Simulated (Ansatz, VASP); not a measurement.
## Cross-check of CO2 between VASP and Ansatz

One calculation is typed for both programs; each brings its own data sets. How far apart do they land? The cell is taken from a series of runs on this material, whose earlier steps may have relaxed, scaled, displaced or heated it; both programs get it as it stands.

Program: Ansatz 0.2.0. Level of theory: plane waves, with VASP 6.6.1 beside it; zone-centre phonons at LDA. Results are calculated unless marked as measured.

## 1. Starting point

Symmetry: I-42d, No. 122, tetragonal system. The conventional cell has a = 3.868 Å, b = 3.868 Å, c = 5.895 Å, α = 90.00°, β = 90.00°, γ = 90.00°. Nearest to C lie 4 O at 1.38 Å. Nearest to O lie 2 C at 1.38 Å. Farther neighbours and most contacts between anions are not listed.

As a file:

```cif
data_structure
_symmetry_space_group_name_H-M 'I-42d'
_symmetry_Int_Tables_number 122
_cell_length_a 3.8685
_cell_length_b 3.8685
_cell_length_c 5.8946
_cell_angle_alpha 90.000
_cell_angle_beta 90.000
_cell_angle_gamma 90.000
_cell_volume 88.21
loop_
_atom_site_label
_atom_site_type_symbol
_atom_site_symmetry_multiplicity
_atom_site_Wyckoff_symbol
_atom_site_fract_x
_atom_site_fract_y
_atom_site_fract_z
_atom_site_occupancy
C1 C 4 a 0.00000 0.50000 0.25000 1
O1 O 8 d 0.75000 0.33090 0.37500 1
```

## 2. VASP: zone-centre phonons, LDA

Second derivatives magnify differences that forces hide, and they need a tight electronic threshold.

Lines of VASP's logs that name or quote its potential files are left out, and so is its time.

The input, INCAR:

```
SYSTEM = CO2
PREC = Accurate
ENCUT = 600
EDIFF = 1E-08
NELM = 120
ISMEAR = 0
SIGMA = 0.01
LREAL = .FALSE.
ALGO = Normal
GGA = CA
NBANDS = 22
LORBIT = 11
LWAVE = .FALSE.
LCHARG = .FALSE.
ISIF = 2
IBRION = 8
LASPH = .TRUE.
GGA_COMPAT = .FALSE.
EFERMI = MIDGAP
KPAR = 2
```

The input, POSCAR:

```
CO2
1.0
   -1.9342443867      1.9342443867      2.9473050448
    1.9342443867     -1.9342443867      2.9473050448
    1.9342443867      1.9342443867     -2.9473050448
C O
2 4
Direct
    0.7500000000      0.2500000000      0.5000000000
    0.0000000000      0.0000000000      0.0000000000
    0.7059045224      0.1250000000      0.0809045224
    0.0440954776      0.6250000000      0.9190954776
    0.3750000000      0.2940954776      0.4190954776
    0.8750000000      0.9559045224      0.5809045224
```

The input, KPOINTS:

```
Automatic mesh
0
Gamma
8 8 8
0 0 0
```

PAW data sets: C and O (LDA family, release 64).

The run is started by

```
mpirun -np 2 vasp_std
```

Numbers of over 12 decimals in the logs are rounded to 6 here.

The program printed:

```text
[banner, memory and clock lines left out]
running    2 mpi-ranks, on    1 nodes
 distrk:  each k-point on    1 cores,    2 groups
 distr:  one band on    1 cores,    1 groups

 POSCAR found type information on POSCAR C O
 POSCAR found :  2 types and       6 ions
 LDA part: xc-table for (Slater(with rela. corr.)+CA(PZ))
 , standard interpolation
 POSCAR, INCAR and KPOINTS ok, starting setup
 FFT: planning ... GRIDC
 FFT: planning ... GRID_SOFT
 FFT: planning ... GRID
 WAVECAR not read
 entering main loop
       N       E                     dE             d eps       ncg     rms          rms(c)
DAV:   1     0.176688729605E+03    0.17669E+03   -0.20767E+04  2596   0.163E+03
DAV:   2    -0.442458396672E+02   -0.22093E+03   -0.21382E+03  3420   0.341E+02
DAV:   3    -0.522656436912E+02   -0.80198E+01   -0.79851E+01  3304   0.663E+01
DAV:   4    -0.523424030931E+02   -0.76759E-01   -0.76658E-01  3160   0.728E+00
DAV:   5    -0.523435629980E+02   -0.11599E-02   -0.11596E-02  3286   0.872E-01    0.130E+01
DAV:   6    -0.492840827623E+02    0.30595E+01   -0.88826E+00  3172   0.229E+01    0.518E+00
DAV:   7    -0.491807104309E+02    0.10337E+00   -0.64160E-01  3178   0.604E+00    0.280E+00
DAV:   8    -0.491300277736E+02    0.50683E-01   -0.87554E-02  3028   0.260E+00    0.495E-01
DAV:   9    -0.491263283422E+02    0.36994E-02   -0.17727E-02  3148   0.110E+00    0.194E-01
DAV:  10    -0.491261032861E+02    0.22506E-03   -0.18513E-03  3172   0.349E-01    0.557E-02
DAV:  11    -0.491260636765E+02    0.39610E-04   -0.14632E-04  3214   0.937E-02    0.184E-02
DAV:  12    -0.491260637723E+02   -0.95818E-07   -0.12468E-05  3172   0.283E-02    0.342E-03
DAV:  13    -0.491260637687E+02    0.36221E-08   -0.19014E-06  3184   0.984E-03    0.211E-03
DAV:  14    -0.491260637047E+02    0.64034E-07   -0.22175E-07  3184   0.402E-03    0.693E-04
DAV:  15    -0.491260637033E+02    0.13201E-08   -0.29937E-08  3114   0.122E-03
   1 F= -.49126064E+02 E0= -.49126064E+02  d E =0.000000E+00
 Linear response reoptimize wavefunctions to high precision
DAV:   1    -0.491260637033E+02    0.42746E-10   -0.92686E-10  2120   0.235E-04
 Linear response DOF=           5
 Linear response progress:
  Degree of freedom:   1/  5
       N       E                     dE             d eps       ncg     rms          rms(c)
RMM:   1    -0.125762197838E+00   -0.12576E+00    0.23354E-01 32702   0.303E+00
RMM:   2    -0.108079602154E+00    0.17683E-01   -0.95629E-03 20086   0.785E-01    0.198E-01
RMM:   3    -0.107562749689E+00    0.51685E-03   -0.51063E-04 20720   0.140E-01    0.118E-01
RMM:   4    -0.107384157166E+00    0.17859E-03   -0.16669E-04 20018   0.962E-02    0.316E-02
RMM:   5    -0.107411448714E+00   -0.27292E-04   -0.25908E-05 20662   0.313E-02    0.651E-03
RMM:   6    -0.107393318042E+00    0.18131E-04   -0.13546E-06 20523   0.766E-03    0.112E-03
RMM:   7    -0.107395496844E+00   -0.21788E-05   -0.34231E-07 21073   0.220E-03    0.573E-04
RMM:   8    -0.107394573104E+00    0.92374E-06   -0.90140E-08 20741   0.670E-04    0.812E-05
RMM:   9    -0.107394747730E+00   -0.17463E-06   -0.58766E-08 21056   0.171E-04    0.353E-05
RMM:  10    -0.107394836010E+00   -0.88281E-07   -0.27959E-08 20967   0.784E-05    0.710E-06
RMM:  11    -0.107394832707E+00    0.33027E-08    0.28924E-09 21305   0.333E-05    0.240E-06
 first order change of Fermi-energy   0.29106E-05
 force on displaced ion       1 direction 1 : -37.570  -0.002  -0.003
 Linear response progress:
  Degree of freedom:   2/  5
       N       E                     dE             d eps       ncg     rms          rms(c)
RMM:   1    -0.117262780350E+00   -0.11726E+00    0.24809E-01 18544   0.290E+00
RMM:   2    -0.107097317074E+00    0.10165E-01   -0.77887E-03 11368   0.712E-01    0.193E-01
RMM:   3    -0.106459640921E+00    0.63768E-03   -0.57638E-04 11935   0.143E-01    0.114E-01
RMM:   4    -0.106206971704E+00    0.25267E-03   -0.19967E-04 11547   0.948E-02    0.320E-02
RMM:   5    -0.106209616730E+00   -0.26450E-05   -0.29900E-05 11928   0.297E-02    0.757E-03
RMM:   6    -0.106202603074E+00    0.70137E-05   -0.32398E-06 11782   0.804E-03    0.992E-04
RMM:   7    -0.106202151228E+00    0.45185E-06   -0.57848E-07 12193   0.176E-03    0.497E-04
RMM:   8    -0.106201333681E+00    0.81755E-06    0.71616E-08 11900   0.617E-04    0.691E-05
RMM:   9    -0.106201518206E+00   -0.18452E-06   -0.12535E-10 12201   0.191E-04    0.425E-05
RMM:  10    -0.106201517196E+00    0.10099E-08   -0.12873E-08 12002   0.105E-04    0.589E-06
 first order change of Fermi-energy   0.97038E-05
 force on displaced ion       1 direction 3 :   0.000  -0.000 -38.921
 Linear response progress:
  Degree of freedom:   3/  5
       N       E                     dE             d eps       ncg     rms          rms(c)
RMM:   1    -0.374430568818E+00   -0.37443E+00    0.34791E-01 24121   0.412E+00
RMM:   2    -0.356869349273E+00    0.17561E-01   -0.13628E-02 19404   0.823E-01    0.318E-01
RMM:   3    -0.357795744818E+00   -0.92640E-03   -0.18552E-03 19964   0.257E-01    0.169E-01
RMM:   4    -0.359321639664E+00   -0.15259E-02   -0.68565E-04 19823   0.152E-01    0.528E-02
RMM:   5    -0.359700344854E+00   -0.37871E-03   -0.48296E-05 21209   0.407E-02    0.143E-02
RMM:   6    -0.359714109625E+00   -0.13765E-04   -0.11914E-06 21411   0.729E-03    0.436E-03
RMM:   7    -0.359698380734E+00    0.15729E-04    0.30796E-07 20984   0.321E-03    0.437E-04
RMM:   8    -0.359696567460E+00    0.18133E-05    0.74402E-09 21632   0.661E-04    0.116E-04
RMM:   9    -0.359696707823E+00   -0.14036E-06   -0.84670E-09 21585   0.150E-04    0.330E-05
RMM:  10    -0.359696850776E+00   -0.14295E-06   -0.15696E-08 21597   0.761E-05    0.484E-06
RMM:  11    -0.359696810900E+00    0.39876E-07   -0.11364E-08 21565   0.535E-05    0.181E-06
RMM:  12    -0.359696832751E+00   -0.21850E-07    0.39510E-08 20008   0.474E-05    0.371E-07
RMM:  13    -0.359696830059E+00    0.26917E-08    0.75128E-09 15715   0.458E-05    0.917E-08
 first order change of Fermi-energy  -0.10724E-04
 force on displaced ion       3 direction 1 : -34.113  -0.004  16.763
 Linear response progress:
  Degree of freedom:   4/  5
       N       E                     dE             d eps       ncg     rms          rms(c)
RMM:   1    -0.379521384759E+00   -0.37952E+00    0.18439E-01 15004   0.394E+00
RMM:   2    -0.355614178469E+00    0.23907E-01   -0.12415E-02 11474   0.756E-01    0.340E-01
RMM:   3    -0.355696977521E+00   -0.82799E-04   -0.51321E-03 11428   0.424E-01    0.138E-01
RMM:   4    -0.356396623586E+00   -0.69965E-03   -0.23930E-04 11189   0.910E-02    0.736E-02
RMM:   5    -0.357176326973E+00   -0.77970E-03   -0.13374E-04 10657   0.639E-02    0.140E-02
RMM:   6    -0.357183233616E+00   -0.69066E-05   -0.22045E-05 11932   0.148E-02    0.404E-03
RMM:   7    -0.357167301741E+00    0.15932E-04   -0.82477E-07 11706   0.424E-03    0.735E-04
RMM:   8    -0.357168277217E+00   -0.97548E-06    0.99534E-07 12194   0.128E-03    0.334E-04
RMM:   9    -0.357167254071E+00    0.10231E-05   -0.44351E-07 12016   0.519E-04    0.804E-05
RMM:  10    -0.357167188471E+00    0.65600E-07   -0.59626E-08 12263   0.127E-04    0.209E-05
RMM:  11    -0.357167324176E+00   -0.13571E-06    0.18931E-08 11992   0.766E-05    0.111E-05
RMM:  12    -0.357167378277E+00   -0.54101E-07   -0.50156E-08 12371   0.544E-05    0.228E-06
RMM:  13    -0.357167386778E+00   -0.85012E-08   -0.10944E-09 11805   0.414E-05    0.622E-07
 first order change of Fermi-energy   0.68292E+00
 force on displaced ion       3 direction 2 :  -0.000 -29.045   0.000
 Linear response progress:
  Degree of freedom:   5/  5
       N       E                     dE             d eps       ncg     rms          rms(c)
RMM:   1    -0.373949312277E+00   -0.37395E+00    0.25263E-01 24141   0.396E+00
RMM:   2    -0.360375499777E+00    0.13574E-01   -0.12588E-02 19411   0.751E-01    0.276E-01
RMM:   3    -0.361546720557E+00   -0.11712E-02   -0.13300E-03 19726   0.223E-01    0.148E-01
RMM:   4    -0.363195956944E+00   -0.16492E-02   -0.55702E-04 19164   0.143E-01    0.422E-02
RMM:   5    -0.363534189455E+00   -0.33823E-03   -0.27520E-05 20824   0.355E-02    0.112E-02
RMM:   6    -0.363539563289E+00   -0.53738E-05   -0.31193E-06 20817   0.841E-03    0.186E-03
RMM:   7    -0.363533666901E+00    0.58964E-05   -0.15480E-07 20889   0.201E-03    0.392E-04
RMM:   8    -0.363532638501E+00    0.10284E-05    0.12906E-07 21335   0.501E-04    0.139E-04
RMM:   9    -0.363532256470E+00    0.38203E-06   -0.11977E-08 21334   0.167E-04    0.358E-05
RMM:  10    -0.363532296221E+00   -0.39751E-07   -0.30163E-09 21223   0.679E-05    0.762E-06
RMM:  11    -0.363532294703E+00    0.15174E-08   -0.41860E-09 21382   0.477E-05    0.194E-06
 first order change of Fermi-energy   0.15069E-04
 force on displaced ion       3 direction 3 :  16.760   0.006 -25.229
 Linear response finished
```

OUTCAR, selected parts (step 2):

```text
ion  position               nearest neighbor table
   1  0.750  0.250  0.500-   3 1.38   4 1.38   5 1.38   6 1.38
   2  0.000  0.000  0.000-   5 1.38   6 1.38   3 1.38   4 1.38
   3  0.706  0.125  0.081-   1 1.38   2 1.38
   4  0.044  0.625  0.919-   1 1.38   2 1.38
   5  0.375  0.294  0.419-   2 1.38   1 1.38
   6  0.875  0.956  0.581-   2 1.38   1 1.38

  LATTYP: Found a body centered tetragonal cell.
 ALAT       =     3.8684887734
 C/A-ratio  =     1.5237500830

 Subroutine GETGRP returns: Found  8 space group operations
 (whereof  4 operations were pure point group operations)

The static configuration has the point symmetry S_4 .
 The point group associated with its full space group is D_2d.

 Found     59 irreducible k-points:

   k-points           NKPTS =     59   k-points in BZ     NKDIM =     59   number of bands    NBANDS=     22

   dimension x,y,z NGX =    32 NGY =   32 NGZ =   32
   dimension x,y,z NGXF=    64 NGYF=   64 NGZF=   64

   ENCUT  =  600.0 eV  44.10 Ry    6.64 a.u.   8.03  8.03  8.03*2*pi/ulx,y,z

   NELECT =      32.0000    total number of electrons

 k-points in reciprocal lattice and weights: Automatic mesh
   0.00000000  0.00000000  0.00000000       0.002
   0.12500000 -0.00000000  0.00000000       0.016
   0.25000000 -0.00000000  0.00000000       0.016
   0.37500000  0.00000000  0.00000000       0.016
   0.50000000 -0.00000000  0.00000000       0.008
   0.12500000  0.12500000  0.00000000       0.016
   0.25000000  0.12500000  0.00000000       0.031
   0.37500000  0.12500000  0.00000000       0.031
   0.50000000  0.12500000  0.00000000       0.031
[...]
-0.37500000 -0.37500000  0.37500000       0.004
   0.50000000  0.50000000  0.50000000       0.002

 average (electrostatic) potential at core
       1 -58.9224       2 -58.9224       3 -73.1072       4 -73.1072       5 -73.1072
       6 -73.1072

 Eigenvectors and eigenvalues of the dynamical matrix
 ----------------------------------------------------

   1 f  =   33.602111 THz   211.128291 2PiTHz 1120.845778 cm-1   138.967103 meV
             X         Y         Z           dx          dy          dz
     -0.000000  1.934244  1.473653    -0.000000    0.000000    0.705270
      0.000000  0.000000  0.000000    -0.000000   -0.000000   -0.705270
     -0.967122  1.280100  2.210479     0.000000    0.036014   -0.000000
      2.901367  0.654144 -0.736826    -0.000000   -0.036014   -0.000000
      0.654144  0.967122  0.736826     0.036014    0.000000    0.000000
      1.280100  0.967122  3.684131    -0.036014   -0.000000    0.000000

   2 f  =   33.533266 THz   210.695722 2PiTHz 1118.549340 cm-1   138.682381 meV
             X         Y         Z           dx          dy          dz
     -0.000000  1.934244  1.473653     0.000000   -0.000000    0.000000
      0.000000  0.000000  0.000000     0.000000    0.000000   -0.000000
     -0.967122  1.280100  2.210479    -0.376008    0.000000    0.329572
      2.901367  0.654144 -0.736826     0.376008   -0.000000    0.329572
      0.654144  0.967122  0.736826     0.000000   -0.376008   -0.329572
      1.280100  0.967122  3.684131    -0.000000    0.376008   -0.329572

   3 f  =   32.535795 THz   204.428427 2PiTHz 1085.277289 cm-1   134.557174 meV
             X         Y         Z           dx          dy          dz
     -0.000000  1.934244  1.473653     0.337794   -0.551067    0.000000
      0.000000  0.000000  0.000000     0.336567    0.551817   -0.000000
     -0.967122  1.280100  2.210479    -0.009698   -0.000314   -0.048698
      2.901367  0.654144 -0.736826    -0.009698   -0.000314    0.048698
      0.654144  0.967122  0.736826    -0.282409   -0.000011    0.000054
      1.280100  0.967122  3.684131    -0.282409   -0.000011   -0.000054

   4 f  =   32.535795 THz   204.428427 2PiTHz 1085.277289 cm-1   134.557174 meV
             X         Y         Z           dx          dy          dz
     -0.000000  1.934244  1.473653    -0.551067   -0.337794   -0.000000
      0.000000  0.000000  0.000000     0.551817   -0.336567   -0.000000
     -0.967122  1.280100  2.210479    -0.000011    0.282409   -0.000054
      2.901367  0.654144 -0.736826    -0.000011    0.282409    0.000054
      0.654144  0.967122  0.736826    -0.000314    0.009698   -0.048698
      1.280100  0.967122  3.684131    -0.000314    0.009698    0.048698

   5 f  =   28.842178 THz   181.220749 2PiTHz  962.071500 cm-1   119.281610 meV
             X         Y         Z           dx          dy          dz
     -0.000000  1.934244  1.473653     0.000000    0.000000   -0.417623
      0.000000  0.000000  0.000000     0.000000   -0.000000   -0.417623
     -0.967122  1.280100  2.210479    -0.360629   -0.000000    0.180949
      2.901367  0.654144 -0.736826     0.360629   -0.000000    0.180949
      0.654144  0.967122  0.736826     0.000000    0.360629    0.180949
      1.280100  0.967122  3.684131     0.000000   -0.360629    0.180949

   6 f  =   28.443183 THz   178.713787 2PiTHz  948.762448 cm-1   117.631499 meV
             X         Y         Z           dx          dy          dz
     -0.000000  1.934244  1.473653    -0.261978    0.374532   -0.000000
      0.000000  0.000000  0.000000     0.130660    0.437989   -0.000000
     -0.967122  1.280100  2.210479     0.066306    0.058094   -0.054087
      2.901367  0.654144 -0.736826     0.066306    0.058094    0.054087
      0.654144  0.967122  0.736826    -0.009389   -0.410260   -0.334656
      1.280100  0.967122  3.684131    -0.009389   -0.410260    0.334656

   7 f  =   28.443183 THz   178.713787 2PiTHz  948.762448 cm-1   117.631499 meV
             X         Y         Z           dx          dy          dz
     -0.000000  1.934244  1.473653    -0.374532   -0.261978   -0.000000
      0.000000  0.000000  0.000000    -0.437989    0.130660   -0.000000
     -0.967122  1.280100  2.210479     0.410260   -0.009389   -0.334656
      2.901367  0.654144 -0.736826     0.410260   -0.009389    0.334656
      0.654144  0.967122  0.736826    -0.058094    0.066306    0.054087
      1.280100  0.967122  3.684131    -0.058094    0.066306   -0.054087

   8 f  =   25.806491 THz   162.146964 2PiTHz  860.811875 cm-1   106.727022 meV
             X         Y         Z           dx          dy          dz
     -0.000000  1.934244  1.473653     0.270893    0.394140   -0.000000
      0.000000  0.000000  0.000000     0.270861   -0.394161   -0.000000
     -0.967122  1.280100  2.210479     0.168515    0.000016   -0.283490
      2.901367  0.654144 -0.736826     0.168515    0.000016    0.283490
      0.654144  0.967122  0.736826    -0.403122   -0.000007   -0.000011
      1.280100  0.967122  3.684131    -0.403122   -0.000007    0.000011

   9 f  =   25.806491 THz   162.146964 2PiTHz  860.811875 cm-1   106.727022 meV
             X         Y         Z           dx          dy          dz
     -0.000000  1.934244  1.473653     0.394140   -0.270893   -0.000000
      0.000000  0.000000  0.000000    -0.394161   -0.270861   -0.000000
     -0.967122  1.280100  2.210479    -0.000007    0.403122    0.000011
      2.901367  0.654144 -0.736826    -0.000007    0.403122   -0.000011
      0.654144  0.967122  0.736826     0.000016   -0.168515   -0.283490
      1.280100  0.967122  3.684131     0.000016   -0.168515    0.283490

  10 f  =   23.862611 THz   149.933209 2PiTHz  795.971037 cm-1    98.687786 meV
             X         Y         Z           dx          dy          dz
     -0.000000  1.934244  1.473653     0.000000    0.000000    0.050931
      0.000000  0.000000  0.000000    -0.000000   -0.000000   -0.050931
     -0.967122  1.280100  2.210479     0.000000   -0.498701    0.000000
      2.901367  0.654144 -0.736826    -0.000000    0.498701   -0.000000
      0.654144  0.967122  0.736826    -0.498701   -0.000000   -0.000000
      1.280100  0.967122  3.684131     0.498701   -0.000000    0.000000

  11 f  =   21.049094 THz   132.255357 2PiTHz  702.122195 cm-1    87.052018 meV
             X         Y         Z           dx          dy          dz
     -0.000000  1.934244  1.473653    -0.000000    0.000000   -0.434864
      0.000000  0.000000  0.000000     0.000000    0.000000   -0.434864
     -0.967122  1.280100  2.210479     0.346334    0.000000    0.188413
      2.901367  0.654144 -0.736826    -0.346334   -0.000000    0.188413
      0.654144  0.967122  0.736826     0.000000   -0.346334    0.188413
      1.280100  0.967122  3.684131    -0.000000    0.346334    0.188413

  12 f  =   19.710536 THz   123.844953 2PiTHz  657.472726 cm-1    81.516192 meV
             X         Y         Z           dx          dy          dz
     -0.000000  1.934244  1.473653     0.000000    0.000000    0.000000
      0.000000  0.000000  0.000000     0.000000   -0.000000    0.000000
     -0.967122  1.280100  2.210479     0.000000   -0.500000   -0.000000
      2.901367  0.654144 -0.736826     0.000000    0.500000    0.000000
      0.654144  0.967122  0.736826     0.500000    0.000000   -0.000000
      1.280100  0.967122  3.684131    -0.500000   -0.000000   -0.000000

  13 f  =   16.370347 THz   102.857924 2PiTHz  546.056001 cm-1    67.702285 meV
             X         Y         Z           dx          dy          dz
     -0.000000  1.934244  1.473653    -0.000000   -0.000000    0.000000
      0.000000  0.000000  0.000000    -0.000000   -0.000000    0.000000
     -0.967122  1.280100  2.210479    -0.329572   -0.000000   -0.376008
      2.901367  0.654144 -0.736826     0.329572    0.000000   -0.376008
      0.654144  0.967122  0.736826    -0.000000   -0.329572    0.376008
      1.280100  0.967122  3.684131    -0.000000    0.329572    0.376008
    [... 43 further lines ...]
      0.654144  0.967122  0.736826    -0.424967   -0.034496    0.000011
      1.280100  0.967122  3.684131    -0.424967   -0.034496   -0.000011

 ELASTIC MODULI CONTR FROM IONIC RELAXATION (kBar)
 Direction    XX          YY          ZZ          XY          YZ          ZX
 --------------------------------------------------------------------------------
 XX       -2513.0307  -1358.3657  -1058.4572      0.0000     -0.0000     -0.0000
 YY       -1358.3657  -2513.0307  -1058.4572      0.0000      0.0000     -0.0000
 ZZ       -1058.4572  -1058.4572   -578.7739      0.0000      0.0000     -0.0000
 XY          -0.0000      0.0000      0.0000  -1170.0918     -0.0000     -0.0000
 YZ          -0.0000      0.0000      0.0000     -0.0000  -1406.1659      0.0000
 ZX          -0.0000     -0.0000     -0.0000     -0.0000      0.0000  -1389.1687
 --------------------------------------------------------------------------------
```

[end of part 1 of 2]

[Lines on the potential files, build, host, timing and source positions are cut from VASP's logs without a mark.]

[Logs are printed without paths, hosts, clocks, repeated set-up lines and the standing remarks that a program may print on its own settings, such as how far it seeks lower states.]

[Hosts, paths, dates, database ids (printed as entryN), source tags and the programs' standing remarks are cut or masked in the printed files.]
